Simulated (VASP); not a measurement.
## Vibrations of MnF2: a test of the settings

How far do the zone-centre frequencies of MnF2 depend on the numerical settings? The starting structure is a measured crystal structure from the Crystallography Open Database.

Method: Kohn-Sham DFT with plane waves and PAW; LDA+U (Mn d 3.9 eV), in VASP 6.6.1.

### Step 1. Set-up

It takes space group P4_2/mnm (No. 136, tetragonal). The conventional cell has a = 4.874 Å, b = 4.874 Å, c = 3.311 Å, α = 90.00°, β = 90.00°, γ = 90.00°. Mn has 6 F at 2.10 to 2.13 Å nearest. Nearest to F lie 3 Mn at 2.10 to 2.13 Å. Farther neighbours and most contacts between anions are not listed.

Coordinates:

```cif
data_structure
_symmetry_space_group_name_H-M 'P 1'
_symmetry_Int_Tables_number 1
_cell_length_a 4.8738
_cell_length_b 4.8738
_cell_length_c 3.3107
_cell_angle_alpha 90.000
_cell_angle_beta 90.000
_cell_angle_gamma 90.000
_cell_volume 78.64
loop_
_atom_site_label
_atom_site_type_symbol
_atom_site_fract_x
_atom_site_fract_y
_atom_site_fract_z
_atom_site_occupancy
Mn1 Mn 0.50000 0.50000 0.50000 1
Mn2 Mn 0.00000 0.00000 0.00000 1
F3 F 0.80530 0.19470 0.50000 1
F4 F 0.69470 0.69470 0.00000 1
F5 F 0.19470 0.80530 0.50000 1
F6 F 0.30530 0.30530 0.00000 1
```

### Step 2. Reference modes

The cell comes from a relaxation at this level, not shown (75.25 Å³).

INCAR reads:

```
SYSTEM = MnF2
PREC = Accurate
ENCUT = 520
EDIFF = 1E-08
NELM = 100
ISMEAR = 0
SIGMA = 0.03
LREAL = .FALSE.
ALGO = Normal
GGA = CA
NBANDS = 41
ISPIN = 2
MAGMOM = 4 4 0 0 0 0
LDAU = .TRUE.
LDAUTYPE = 2
LDAUL = 2 -1
LDAUU = 3.9 0
LDAUJ = 0 0
LDAUPRINT = 1
LASPH = .TRUE.
LMAXMIX = 4
LORBIT = 11
LWAVE = .FALSE.
LCHARG = .FALSE.
KPAR = 8
IBRION = 6
NFREE = 2
POTIM = 0.015
NSW = 1
ISIF = 2
```

POSCAR reads:

```
MnF2
1.0
    4.8030081862      0.0000000000      0.0000000000
    0.0000000000      4.8030081862      0.0000000000
    0.0000000000      0.0000000000      3.2618616242
Mn F
2 4
Direct
    0.5000000000      0.5000000000      0.5000000000
    0.0000000000      0.0000000000      0.0000000000
    0.8049555566      0.1950444434      0.5000000000
    0.6950444434      0.6950444434      0.0000000000
    0.1950444434      0.8049555566      0.5000000000
    0.3049555566      0.3049555566      0.0000000000
```

KPOINTS reads:

```
Automatic mesh
0
Gamma
4 4 6
0 0 0
```

The projector-augmented-wave data sets are Mn_pv and F (LDA family, release 64).

On the command line:

```console
$ mpirun -np 8 vasp_std
```

The log of the run:

```text
[banner, memory and clock lines left out]
running    8 mpi-ranks, on    1 nodes
 distrk:  each k-point on    1 cores,    8 groups
 distr:  one band on    1 cores,    1 groups

 POSCAR found type information on POSCAR MnF
 POSCAR found :  2 types and       6 ions
|                                                                             |
|           W    W    AA    RRRRR   N    N  II  N    N   GGGG   !!!           |
|           W    W   A  A   R    R  NN   N  II  NN   N  G    G  !!!           |
|           W    W  A    A  R    R  N N  N  II  N N  N  G       !!!           |
|           W WW W  AAAAAA  RRRRR   N  N N  II  N  N N  G  GGG   !            |
|           WW  WW  A    A  R   R   N   NN  II  N   NN  G    G                |
|           W    W  A    A  R    R  N    N  II  N    N   GGGG   !!!           |
|                                                                             |
|     For optimal performance we recommend to set                             |
|       NCORE = 2 up to number-of-cores-per-socket                            |
|     NCORE specifies how many cores store one orbital (NPAR=cpu/NCORE).      |
|     This setting can greatly improve the performance of VASP for DFT.       |
|     The default, NCORE=1 might be grossly inefficient on modern             |
|     multi-core architectures or massively parallel machines. Do your        |
|     Unfortunately you need to use the default for GW and RPA                |
|     calculations (for HF NCORE is supported but not extensively tested      |
|     yet).                                                                   |
|                                                                             |

 LDA part: xc-table for (Slater(with rela. corr.)+CA(PZ))
 , standard interpolation
 POSCAR, INCAR and KPOINTS ok, starting setup
 FFT: planning ... GRIDC
 FFT: planning ... GRID_SOFT
 FFT: planning ... GRID
 WAVECAR not read
 entering main loop
       N       E                     dE             d eps       ncg     rms          rms(c)
DAV:   1     0.681967848735E+03    0.68197E+03   -0.29729E+04  4000   0.151E+03
DAV:   2     0.215226774987E+02   -0.66045E+03   -0.61391E+03  4091   0.457E+02
DAV:   3    -0.388598746370E+02   -0.60383E+02   -0.59554E+02  4552   0.151E+02
DAV:   4    -0.398724932653E+02   -0.10126E+01   -0.10109E+01  4196   0.209E+01
DAV:   5    -0.398834643775E+02   -0.10971E-01   -0.10970E-01  4462   0.220E+00    0.236E+01
DAV:   6    -0.390926293402E+02    0.79084E+00   -0.14726E+01  4491   0.311E+01    0.187E+01
DAV:   7    -0.399602933633E+02   -0.86766E+00   -0.17173E+00  4095   0.117E+01    0.116E+01
DAV:   8    -0.396754276207E+02    0.28487E+00   -0.24338E-01  4414   0.486E+00    0.745E+00
DAV:   9    -0.401396030517E+02   -0.46418E+00   -0.68381E-02  4502   0.285E+00    0.799E-01
DAV:  10    -0.401384258274E+02    0.11772E-02   -0.12434E-02  4193   0.804E-01    0.213E-01
DAV:  11    -0.401384663455E+02   -0.40518E-04   -0.15597E-03  4221   0.230E-01    0.869E-02
DAV:  12    -0.401384851072E+02   -0.18762E-04   -0.48786E-05  4273   0.544E-02    0.384E-02
DAV:  13    -0.401384876372E+02   -0.25300E-05   -0.53676E-06  4186   0.202E-02    0.152E-02
DAV:  14    -0.401384884239E+02   -0.78670E-06   -0.20636E-06  4379   0.927E-03    0.620E-03
DAV:  15    -0.401384884583E+02   -0.34392E-07   -0.26786E-07  4436   0.482E-03    0.105E-03
DAV:  16    -0.401384884623E+02   -0.39845E-08   -0.53081E-08  4052   0.192E-03
   1 F= -.40138488E+02 E0= -.40138488E+02  d E =-.176059E-34  mag=    10.0000
[... from here on, the cycles between the ionic steps are left out ...]
   2 F= -.40137267E+02 E0= -.40137267E+02  d E =-.182920E-34  mag=    10.0000
   3 F= -.40137267E+02 E0= -.40137267E+02  d E =-.183651E-34  mag=    10.0000
   4 F= -.40137498E+02 E0= -.40137498E+02  d E =-.180094E-34  mag=    10.0000
   5 F= -.40137498E+02 E0= -.40137498E+02  d E =-.179953E-34  mag=    10.0000
   6 F= -.40137794E+02 E0= -.40137794E+02  d E =-.206305E-35  mag=    10.0000
   7 F= -.40137799E+02 E0= -.40137799E+02  d E =-.149007E-31  mag=    10.0000
   8 F= -.40137922E+02 E0= -.40137922E+02  d E =-.221355E-34  mag=    10.0000
 Finite differences progress:
  Degree of freedom:   4/  4
  Displacement:        1/  2
  Total:               7/  8
 bond charge predicted
       N       E                     dE             d eps       ncg     rms          rms(c)
DAV:   1    -0.401310887329E+02    0.68329E-02   -0.55704E+00  5576   0.116E+01    0.325E-01
DAV:   2    -0.401382785638E+02   -0.71898E-02   -0.76325E-02  6187   0.142E+00    0.216E-01
DAV:   3    -0.401380405084E+02    0.23806E-03   -0.30980E-04  6036   0.137E-01    0.133E-01
DAV:   4    -0.401379156665E+02    0.12484E-03   -0.26865E-04  6433   0.120E-01    0.587E-02
DAV:   5    -0.401379227448E+02   -0.70783E-05   -0.81410E-05  5907   0.492E-02    0.163E-02
DAV:   6    -0.401379220123E+02    0.73251E-06   -0.31975E-06  6240   0.135E-02    0.922E-03
DAV:   7    -0.401379216142E+02    0.39814E-06   -0.72935E-07  5877   0.688E-03    0.469E-03
DAV:   8    -0.401379216068E+02    0.74006E-08   -0.35626E-07  5905   0.360E-03    0.110E-03
DAV:   9    -0.401379216090E+02   -0.22565E-08   -0.30994E-08  5269   0.142E-03
   9 F= -.40137922E+02 E0= -.40137922E+02  d E =-.220650E-34  mag=    10.0000
 Finite differences progress:
  Degree of freedom:   4/  4
  Displacement:        2/  2
  Total:               8/  8
```

The job ended after 65 s (8 MPI ranks of Intel Xeon 6975P-C (Granite Rapids), shared host; peak memory 3.3 GiB).

Lines that name or quote the potential files are left out of all logs, and their timing lines are given in words.

(Part 1 of 3 ends here.)

[Lines on the potential files, build, host, timing and source positions are cut from VASP's logs without a mark.]

[Logs are printed without paths, hosts, clocks, repeated set-up lines and the standing remarks that a program may print on its own settings, such as how far it seeks lower states.]

[Hosts, paths, dates, database ids (printed as entryN), source tags and the programs' standing remarks are cut or masked in the printed files.]
